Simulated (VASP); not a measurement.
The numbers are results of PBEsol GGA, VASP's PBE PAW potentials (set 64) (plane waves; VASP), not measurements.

Input for VASP

File POSCAR:
```
Ho
1
    3.1614831004     0.0000000000     0.0000000000
    0.0000000000     3.1614831004     0.0000000000
    0.0000000000     0.0000000000     3.1614831004
Ho
1
Direct
  0.0000000000   0.0000000000   0.0000000000
```

**KPOINTS**
```
Automatic
0
G
10 10 10
0 0 0
```

### INCAR
```
! general
SYSTEM =Ho
PREC   =Accurate
ENCUT  =480   ! plane-wave cut-off (eV)
LREAL  =F
LASPH  =T

! electronic loop
EDIFF  =1E-7
NELM   =100   ! most electronic steps
ALGO   =Normal   ! blocked Davidson
LMAXMIX=6

! smearing
ISMEAR =1
SIGMA  =0.1   ! width (eV)

! functional
GGA    =PS

! ions
ISIF   =2

! output
LWAVE  =F
LCHARG =F
```

POTCAR, in this order: Ho_3 (PBE.64 set). Program: vasp_std.

The run wrote:

### OSZICAR
```
       N       E                     dE             d eps       ncg     rms          rms(c)
DAV:   1     0.774878825085E+01    0.77488E+01   -0.44041E+03  1072   0.891E+02
DAV:   2    -0.391541248470E+01   -0.11664E+02   -0.10842E+02  1360   0.114E+02
DAV:   3    -0.411815491812E+01   -0.20274E+00   -0.19946E+00  1080   0.121E+01
DAV:   4    -0.412740756333E+01   -0.92526E-02   -0.92190E-02  1576   0.308E+00
DAV:   5    -0.412741942079E+01   -0.11857E-04   -0.11849E-04  1056   0.827E-02    0.137E+01
DAV:   6    -0.412912327497E+01   -0.17039E-02   -0.14774E-02  1416   0.162E+00    0.818E+00
DAV:   7    -0.413524868158E+01   -0.61254E-02   -0.22849E-02  1424   0.207E+00    0.211E-01
DAV:   8    -0.413488407672E+01    0.36460E-03   -0.17573E-03  1512   0.428E-01    0.168E-01
DAV:   9    -0.413489046681E+01   -0.63901E-05   -0.17370E-05  1296   0.564E-02    0.149E-02
DAV:  10    -0.413488823009E+01    0.22367E-05   -0.42528E-06  1480   0.236E-02    0.598E-03
DAV:  11    -0.413488821483E+01    0.15256E-07   -0.85934E-08   872   0.281E-03
   1 F= -.41348882E+01 E0= -.41353711E+01  d E =0.144871E-02
```

### OUTCAR
```
------------------------ aborting loop because EDIFF is reached ----------------------------------------
  FORCE on cell =-STRESS in cart. coord.  units (eV):
  Direction    XX          YY          ZZ          XY          YZ          ZX
  --------------------------------------------------------------------------------------
  Total       -0.0005842     -0.0005842     -0.0005842     -0.0000000     -0.0000000     -0.0000000
  in kB       -0.0296209     -0.0296209     -0.0296209     -0.0000000     -0.0000000     -0.0000000
  external PRESSURE =      -0.0296209 kB  Pullay stress =       0.0000000 kB
  volume of cell :       31.60
      direct lattice vectors                 reciprocal lattice vectors
     3.161483100  0.000000000  0.000000000     0.316307242  0.000000000  0.000000000
     0.000000000  3.161483100  0.000000000     0.000000000  0.316307242  0.000000000
     0.000000000  0.000000000  3.161483100     0.000000000  0.000000000  0.316307242
 POSITION                                       TOTAL-FORCE (eV/Angst)
 -----------------------------------------------------------------------------------
      0.00000      0.00000      0.00000         0.000000      0.000000      0.000000
 -----------------------------------------------------------------------------------
    total drift:                               -0.000000     -0.000000     -0.000000
  FREE ENERGIE OF THE ION-ELECTRON SYSTEM (eV)
  ---------------------------------------------------
  free  energy   TOTEN  =        -4.1348882148 eV

  energy  without entropy=       -4.1363369286  energy(sigma->0) =       -4.13537112
```
(Selected blocks of OUTCAR.)

The 4f electrons are frozen in the core of the lanthanide potential, so 4f levels, which can set the real gap, and their magnetism are missing.

The structure was generated: Ho was put into the simple-cubic type (Pm-3m), which need not be its known phase. It was relaxed first, which changed the volume by -10 %.
